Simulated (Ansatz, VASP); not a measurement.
# Se (Selenium): VASP beside Ansatz, part 2 of 2

One calculation is typed for both programs; each brings its own data sets. How far apart do they land? The cell is taken from a series of runs on this material, whose earlier steps may have relaxed, scaled, displaced or heated it; both programs get it as it stands.

VASP 6.6.1 and Ansatz 0.2.0.

So far: The structure; VASP: G0W0 gap, r2SCAN.

### Step 3. Ansatz: G0W0 gap, r2SCAN

Level of this step: Ansatz beside VASP: Kohn-Sham DFT, plane waves, r2SCAN (Ansatz).

Ansatz runs on its PAW soft_1 files.

The same cell, functional and mesh now go to Ansatz, which takes its cutoff from its data sets.

The input, input.yaml:

```yaml
crystal:
  lattice:
    - [4.3662, 0.0, 0.0]
    - [-2.1831, 3.781240118, 0.0]
    - [0.0, 0.0, 4.9536]
  atoms:
    - { symbol: Se, position: [0.2254, 0.0, 0.3333333333] }
    - { symbol: Se, position: [0.0, 0.2254, 0.6666666667] }
    - { symbol: Se, position: [0.7746, 0.7746, 0.0] }
kpoints:
  mp_grid: { grid: [6, 6, 4] }
hamiltonian:
  xc: r2scan
  pseudopotentials: { kind: paw, azcp: { folder: soft_1 } }
scf:
  occupations: { method: fixed }
gw:
  n_empty_bands: 185
  ecut_chi: 100
  qp_bands: [v2, c2]
  qp_kpoints: band_edges
  screening: { model: contour_deformation }
```

Command:

```sh
$ ansatz run input.yaml --threads 2 --pin off --max-ram 92160MiB --backend cuda --events-out ev --progress --plain --runs-dir out --devices 1 --max-vram 13GiB
```

Numbers of over 12 decimals in the logs are rounded to 6 here.

Log:

```text
GPUs: using 1 of 1 available (devices: 1).
Engine: ansatz 0.2.0, x86_64-unknown-linux-gnu
Pseudopotentials: kind: paw
Pseudopotential: Se, paw, valence charge 16, recommended cutoff 500 eV (meta_gga), soft_1/Se.paw.azcp
Functional definition: r2SCAN
  parameter k0 = 0.174
  parameter k1 = 0.065
  parameter a1 = 4.9479
  exchange = r2scan_x(k0 = k0, k1 = k1, a1 = a1)
  correlation = r2scan_c
device memory: the entry about to start is reckoned to put 1.5 GiB on a device that reports 36.9 GiB free (of which the cap on the GPU budget leaves the run 13.0 GiB)
GPU FFT provider: cuFFT
GPU libraries: cuBLAS 13.8.2, cuFFT 12.4.0, cuSOLVER 12.3.4
Crystal: 3 atoms, lattice volume = 81.782 Å³
Basis set: ecut = 500 eV, 2017 PW (Γ), exchange–correlation on 128×128×160 points (64 copies of the dense FFT grid, shifted against one another)
Bands: 29, of which v1, the nominal top of the filled ones, is band 24 counted from 1 (23 counted from 0)
Symmetry: 6 space group operations
Space group: P3121 (ITA 152), of the structure as read, at distance tolerance 4.3e-5 Å
k-points: 24 of 144 (time reversal used)
Non-local potential: Se, projectors of the file, l = 0: 2, l = 1: 2, l = 2: 3, l = 3: 1
PAW form: soft (Blöchl's): semilocal exchange-correlation on the pseudo side does not see the compensation charge
PAW frozen core: Se, regenerated for the run's functional (the file was generated under x = pbe(κ = 0.804, μ = 0.219515), c = pbe(β = 0.066725))
PAW one-centre angular grid: Se, 590 points (default); XC on 160 Gauss nodes
Initial density: superposition of atomic densities (chi_scale 0.1, normalization cell)
Initial wavefunctions: pseudopotential atomic-orbital guess
GPU buffer pool allocated for 40960 grid points (all kernels)
GPU transforms: local potential and band sums: pruned to the plane-wave sphere, on 32×32×40
Functional: x = r2scan, c = r2scan; τ floored in thin density (d = 2e-4 eV/Å³)
iter 1 solved again at ethr=8.78e-4 eV; its pass at ethr=3.10e-3 eV (dr2=4.21e-1 eV) is discarded
SCF iter   1: F=—  HF=-16434.377393 eV  |F-HF|=—  |Δ(HF+E_count)|=         —  Δρ=2.87e-2  dr2=4.20e-1  dr2_τ=9.29e-3  ethr=8.78e-4  ⟨swp⟩=1.0  Hψ=3388  notcnv=0  defer=25
preconditioner: auto → Resta (q_TF=auto, 2.496 Å⁻¹)  ε∞=3.5  [insulator: Δε(μ)=1.281 eV  Ē_g=11.031 eV  n_scr=20 (ndim 8)  ℏωp=17.4 eV  f_vac=0.063  ε∞_Penn≈3.5]
SCF iter   2: F=—  HF=-16434.393087 eV  |F-HF|=—  |Δ(HF+E_count)|=   1.57e-2  Δρ=1.67e-2  dr2=1.44e-1  dr2_τ=9.10e-4  ethr=8.75e-4  ⟨swp⟩=2.0  Hψ=723  notcnv=0  defer=69
SCF iter   3: F=—  HF=-16434.403461 eV  |F-HF|=—  |Δ(HF+E_count)|=   1.04e-2  Δρ=1.98e-3  dr2=2.71e-3  dr2_τ=7.69e-5  ethr=3.01e-4  ⟨swp⟩=2.0  Hψ=938  notcnv=0  defer=69
SCF iter   4: F=—  HF=-16434.402551 eV  |F-HF|=—  |Δ(HF+E_count)|=   9.10e-4  Δρ=1.01e-3  dr2=5.43e-4  dr2_τ=1.47e-5  ethr=5.64e-6  ⟨swp⟩=2.0  Hψ=1300  notcnv=0  defer=70
SCF iter   5: F=—  HF=-16434.402899 eV  |F-HF|=—  |Δ(HF+E_count)|=   3.47e-4  Δρ=1.74e-4  dr2=2.69e-5  dr2_τ=5.06e-7  ethr=1.13e-6  ⟨swp⟩=2.0  Hψ=938  notcnv=0  defer=70
SCF iter   6: F=—  HF=-16434.402925 eV  |F-HF|=—  |Δ(HF+E_count)|=   2.64e-5  Δρ=3.97e-5  dr2=1.31e-6  dr2_τ=2.01e-8  ethr=5.60e-8  ⟨swp⟩=2.0  Hψ=927  notcnv=0  defer=52
SCF iter   7: F=-16434.402926 eV  HF=-16434.402926 eV  |F-HF|=2.41e-8  |Δ(HF+E_count)|=   1.26e-6  Δρ=7.85e-6  dr2=3.36e-8  dr2_τ=6.53e-10  ethr=2.08e-10  ⟨swp⟩=7.1  Hψ=2684  notcnv=0
SCF 1 converged in 7 iterations: F = -16434.402926 eV  dr2 = 3.36e-8
  greatest PAW one-centre occupation: 1.000 electrons in one spin orbital (limit 2), on the Se atom at site 0 (counted from 0), in its partial waves of l = 2
device memory: the entry about to start is reckoned to put 1.6 GiB (of the 1.7 GiB reckoned in all, the device holds 0.1 GiB already) on a device that reports 40.2 GiB free (of which the cap on the GPU budget leaves the run 12.9 GiB)
NSCF: frozen V_eff on 24 k-points, pencils in batches of 32, up to order 116
the band table was solved once the SCF had ended and its energy, with any forces and stress, was formed, with the checks that follow a solve (2801 applications of the Hamiltonian). They found nothing against the state; the energy, forces and stress were not computed again (output.eigenvalues in the input reference)
device memory: the entry about to start is reckoned to put 2.1 GiB on a device that reports 39.5 GiB free (of which the cap on the GPU budget leaves the run 13.0 GiB)
NSCF: frozen V_eff on 24 k-points
G₀W₀ screening: q 1/24
[... further progress lines ...]
SCF converged after 7 iterations
Free energy (F): -16434.402926 eV
Harris-Foulkes:  -16434.402926 eV  (|F-HF|=2.41e-8)
Internal energy: -16434.402926 eV  (E = F + TS)
E sigma→0 (E₀):  -16434.402926 eV
Fermi energy:    6.269068 eV
--- Per-component energies (eV) ---
  E_band       = -1288.067986
  E_kinetic    = 329.584761
  E_local      = -8419.159560  (includes V_loc(G=0)·N_el)
  E_nonlocal   = -1060.310720
  E_hartree    = 4369.468321
  E_xc         = -240.909154
  E_vxc        = -289.650218  (∫ρ·V_xc dr)
  E_paw        = -6426.207624  (= ΣΔE_a)
  E_vpaw       = -602.357993  (= ΣTr[D̂ρ^β])
  E_aug_tail   = -0.000017  (compensation charges beyond the density's cutoff)
  E_vtau       = 14.891560  (kinetic-family band-sum trace: ∫τ·v_τ [+ j·A + Jᵃ·Aᵃ] dr)
  E_ewald      = -4981.574654
  E_core_change = -5.294280  (= ΣΔE_core)
  E_smearing   = -0.000000  (= −TS)
  E_closure    = 0.000000  (closes the sum)
  Σ components = -16434.402926   (vs F -16434.402926, Δ=0.00e0)
--- Band table (eV; the first three rows and the last of 24) ---
  k-point 0: bands = [... 20 lower, 2.3689, 4.1011, 4.1011, 5.7830, 8.3841, 8.3841, 8.6470, 13.0599, ... 1 higher]
  k-point 1: bands = [... 20 lower, 2.6156, 4.2212, 4.5830, 5.3622, 7.9675, 7.9824, 8.1972, 13.4968, ... 1 higher]
  k-point 2: bands = [... 20 lower, 2.7244, 4.6504, 4.6504, 5.0373, 7.7138, 7.7138, 7.7142, 13.0715, ... 1 higher]
  k-point 23: bands = [... 20 lower, 1.1321, 5.1915, 6.0155, 6.0155, 7.5399, 9.2208, 9.2208, 13.3614, ... 1 higher]
--- G₀W₀: contour deformation, 7 samples at zero and on the imaginary axis and 1 off it, 144 q-points, 185 empty bands' worth ---
  eigenvalues of the whole cell's RPA ε∞ on this k-mesh (on a slab, of 1 + 4πα/V) = 7.6101, 7.6101, 11.6952; static W/v taken at q = 0 is 0.108542
  gw.qp_kpoints: band_edges: 13 of 24 stored k-points solved, in 1 pass; an edge of the gap read off the rows below is read off those points alone
    valence top: of the k-points left out ik 18 came nearest to being solved in a further pass, in band 24 (counted from 1, as in the quasiparticle table): it holds the edge there only if its correction is more favourable than any solved in that band by at least 0.560 eV; those differ by 0.081 eV
    conduction bottom: of the k-points left out ik 6 came nearest to being solved in a further pass, in band 25 (counted from 1, as in the quasiparticle table): it holds the edge there only if its correction is more favourable than any solved in that band by at least 0.532 eV; those differ by 0.134 eV
    ik  band        ε_KS         Σx   Σc(E_QP)       V_xc       Z   E_QP_lin       E_QP  E_QP is
     0    23      4.1011   -17.2716     2.6590   -14.3553  0.6977     3.8408     3.8438  root
     0    24      5.7830   -17.7392     2.1056   -15.3720  0.7349     5.5197     5.5213  root
     0    25      8.3841   -10.7246    -3.9349   -15.1187  0.7400     8.8490     8.8433  root
     0    26      8.3841   -10.7246    -3.9349   -15.1187  0.7400     8.8490     8.8433  root
     1    23      4.5830   -17.4416     2.4654   -14.7153  0.7149     4.3199     4.3221  root
     1    24      5.3622   -17.4543     2.1863   -14.9987  0.7283     5.0909     5.0929  root
     1    25      7.9675    -9.8742    -3.6870   -13.9270  0.7575     8.3361     8.3334  root
     1    26      7.9824   -10.6582    -3.7004   -14.7991  0.7456     8.4275     8.4230  root
     2    23      4.6504   -16.9948     2.3735   -14.3500  0.7112     4.3760     4.3791  root
     2    24      5.0373   -17.6499     2.3087   -15.0890  0.7258     4.7833     4.7851  root
     2    25      7.7138    -9.5368    -3.5557   -13.4180  0.7633     8.0413     8.0393  root
     2    26      7.7138    -9.5368    -3.5557   -13.4180  0.7633     8.0413     8.0393  root
     3    23      4.4981   -17.5956     2.2244   -15.1407  0.7185     4.2662     4.2677  root
     3    24      5.5822   -17.5723     2.0920   -15.2204  0.7325     5.3207     5.3224  root
     3    25      8.3132   -10.3258    -3.8002   -14.5321  0.7474     8.7231     8.7192  root
     3    26      8.4010   -10.6169    -3.8377   -14.8821  0.7433     8.8331     8.8284  root
     4    23      4.7657   -17.4723     2.1976   -15.0338  0.7215     4.5229     4.5248  root
     4    24      5.3611   -17.1893     1.9543   -14.9782  0.7324     5.1025     5.1043  root
     4    25      8.0340   -10.7622    -3.5725   -14.7366  0.7476     8.4394     8.4358  root
     4    26      8.1530    -9.9102    -3.6839   -13.9547  0.7552     8.5164     8.5136  root
     5    23      4.8150   -17.0595     2.0905   -14.7270  0.7214     4.5712     4.5730  root
     5    24      5.0186   -17.3748     2.1809   -14.9461  0.7249     4.7688     4.7708  root
     5    25      7.9149   -10.6217    -3.5261   -14.5293  0.7519     8.2994     8.2964  root
     5    26      8.0777   -10.1370    -3.6674   -14.1869  0.7515     8.4635     8.4602  root
[...]
19    23      5.0747   -17.0498     1.8821   -14.9291  0.7302     4.8343     4.8360  root
    19    24      6.0206   -17.3172     1.3347   -15.7935  0.7477     5.8309     5.8316  root
    19    25      7.9715   -11.6694    -3.4838   -15.5681  0.7467     8.3903     8.3865  root
    19    26      9.0873   -10.6519    -3.9314   -14.9906  0.7309     9.4996     9.4946  root
    23    23      6.0155   -17.5563     1.4727   -15.8749  0.7464     5.8059     5.8068  root
    23    24      6.0155   -17.5563     1.4727   -15.8749  0.7464     5.8059     5.8068  root
    23    25      7.5399   -11.2691    -3.4763   -15.1677  0.7550     7.9655     7.9622  root
    23    26      9.2208   -10.7036    -4.0461   -15.2000  0.7268     9.6780     9.6710  root
```

Reading the cycles: dr2 is the Hartree energy of the density residual (eV), the measure of convergence; HF is the Harris–Foulkes estimate of the energy, which meets the free energy F at convergence.

### Step 4. Differences

Known differences besides the potentials themselves: VASP keeps PBE cores, Ansatz makes them for the functional; fixed occupations in Ansatz, narrow Gaussian smearing in VASP; the data sets hold 48 valence electrons in Ansatz (on its PAW soft_1 files) and 18 in VASP; the cutoff is 500 eV in Ansatz and 300 eV in VASP; Ansatz integrates over frequency by contour deformation, VASP on a grid of NOMEGA points; Ansatz's G0W0 levels solve the quasiparticle equation, VASP's are linearised. Total energies have different zeros and are not compared.

Both answers:

| quantity | Ansatz | VASP | difference |
| --- | --- | --- | --- |
| G0W0 gap on the mesh (eV) | 1.88 | 1.85 | +0.03 |
| Kohn-Sham gap under it (eV) | 1.27 | 1.25 | +0.02 |

### Step 5. What came out

| Property | Result |
| --- | --- |
| difference in G0W0 gap on the mesh (G0W0 gap, r2SCAN) | 0.033 eV |

The difference in G0W0 gap on the mesh is 0.033 eV (G0W0 gap, r2SCAN). The data sets hold unlike numbers of valence electrons (48 in Ansatz and 18 in VASP), so part of the differences comes from the potentials. Such differences can come from data sets, numerical settings and the points named under the comparisons, not from the functional's error against experiment.

[Lines on the potential files, build, host, timing and source positions are cut from VASP's logs without a mark.]

[Logs are printed without paths, hosts, clocks, repeated set-up lines and the standing remarks that a program may print on its own settings, such as how far it seeks lower states.]

[Hosts, paths, dates, database ids (printed as entryN), source tags and the programs' standing remarks are cut or masked in the printed files.]
